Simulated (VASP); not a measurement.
Crystal: NaLaMnMoO6.

```
CELL_PARAMETERS angstrom
0.00000 3.92543 3.92543
3.92543 0.00000 3.92543
3.92543 3.92543 0.00000
ATOMIC_POSITIONS crystal
Na 0.25000 0.25000 0.25000
La 0.00000 0.00000 0.00000
Mn 0.75000 0.75000 0.75000
Mo 0.50000 0.50000 0.50000
O 0.74882 0.25118 0.25118
O 0.25118 0.74882 0.74882
O 0.74882 0.25118 0.74882
O 0.25118 0.74882 0.25118
O 0.74882 0.74882 0.25118
O 0.25118 0.25118 0.74882
```

The cell was built by a generator and needn't be a form met in nature.

```yaml
Program: VASP 6.6.1
Task: relaxation of cell and atoms
Functional: PBE
Potentials_or_basis: VASP PAW PBE potentials, release 64 (Na_pv, La, Mn_pv, Mo_sv, O)
Cutoff: 520 eV
k_mesh: 3 × 3 × 3
Occupations: gaussian, width 0.15 eV
Spin: collinear spin, ferromagnetic start
Starting_moments: "[0.0, 0.0, 4.0, 1.0, 0.0, 0.0, 0.0, 0.0, 0.0, 0.0] μB"
```

At the start: pressure 41.5 GPa; volume 12.10 Å³/atom.

**Question.** Where does the relaxation end?

**Answer.** Over 7 steps the energy falls by 752.0 meV/atom and the volume is 15.20 Å³/atom (+25.7 %); space group F-43m (No. 216, to 0.05 Å); moment 5.01 μB per cell.

The path:
| step | energy change (eV) | largest force (eV/Å) | pressure (GPa) | volume (Å³) |
| --- | --- | --- | --- | --- |
| 1 | 0.0000 | 7.7947 | 41.49 | 120.97 |
| 2 | -2.0722 | 5.8906 | -2.93 | 184.54 |
| 3 | -7.3391 | 1.4901 | 5.13 | 149.02 |
| 4 | -7.3722 | 1.2688 | 5.64 | 147.93 |
| 5 | -7.3770 | 1.1177 | 6.01 | 147.16 |
| 6 | -7.2338 | 1.2791 | -7.65 | 159.48 |
| 7 | -7.5200 | 0.0002 | -0.12 | 152.03 |

Final structure:
```cif
data_structure
_symmetry_space_group_name_H-M 'P 1'
_symmetry_Int_Tables_number 1
_cell_length_a 5.9908
_cell_length_b 5.9908
_cell_length_c 5.9908
_cell_angle_alpha 60.000
_cell_angle_beta 60.000
_cell_angle_gamma 60.000
_cell_volume 152.03
loop_
_atom_site_label
_atom_site_type_symbol
_atom_site_fract_x
_atom_site_fract_y
_atom_site_fract_z
_atom_site_occupancy
Na1 Na 0.25000 0.25000 0.25000 1
La1 La 0.00000 0.00000 0.00000 1
Mn1 Mn 0.75000 0.75000 0.75000 1
Mo1 Mo 0.50000 0.50000 0.50000 1
O1 O 0.72600 0.27400 0.27400 1
O2 O 0.27400 0.72600 0.72600 1
O3 O 0.72600 0.27400 0.72600 1
O4 O 0.27400 0.72600 0.27400 1
O5 O 0.72600 0.72600 0.27400 1
O6 O 0.27400 0.27400 0.72600 1
```

Caveat: the k mesh is coarse (spacing up to 0.46 Å⁻¹), so the values aren't converged; the volume moved by over 15 % at a fixed basis, so the end points are rough; a cell with one magnetic atom can't hold antiferromagnetic order, which such compounds often take.
